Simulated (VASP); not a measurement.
Crystal: KBr.

```xyz
2
Lattice="0.0000 3.3070 3.3070 3.3070 0.0000 3.3070 3.3070 3.3070 0.0000" Properties=species:S:1:pos:R:3 pbc="T T T"
K     0.0000    0.0000    0.0000
Br    3.3070    3.3070    3.3070
```

The cell was built by a generator and needn't be a form met in nature.

- Program: VASP 6.6.1
- Task: relaxation of cell and atoms
- Functional: PBE
- Potentials or basis: VASP PAW PBE potentials, release 64 (K_sv, Br)
- Cutoff: 600 eV
- k mesh: 5 × 5 × 5
- Occupations: fermi-dirac, width 0.0127 eV
- Spin: no spin polarisation

At the start: pressure 0.7 GPa; volume 36.17 Å³/atom.

Question: Where does the relaxation end?

Answer: Over 4 steps the energy falls by 3.2 meV/atom and the volume is 37.81 Å³/atom (+4.5 %); space group Fm-3m (No. 225, to 0.05 Å).

Step by step:
```csv
step,energy change (eV),largest force (eV/Å),pressure (GPa),volume (Å³)
1,0.0000,0.0000,0.66,72.33
2,-0.0047,0.0000,0.33,73.90
3,-0.0061,0.0000,-0.13,76.31
4,-0.0064,0.0000,0.00,75.62
```

Final structure:
```xyz
2
Lattice="0.0000 3.3563 3.3563 3.3563 0.0000 3.3563 3.3563 3.3563 0.0000" Properties=species:S:1:pos:R:3 pbc="T T T"
K     0.0000    0.0000    0.0000
Br    3.3563    3.3563    3.3563
```
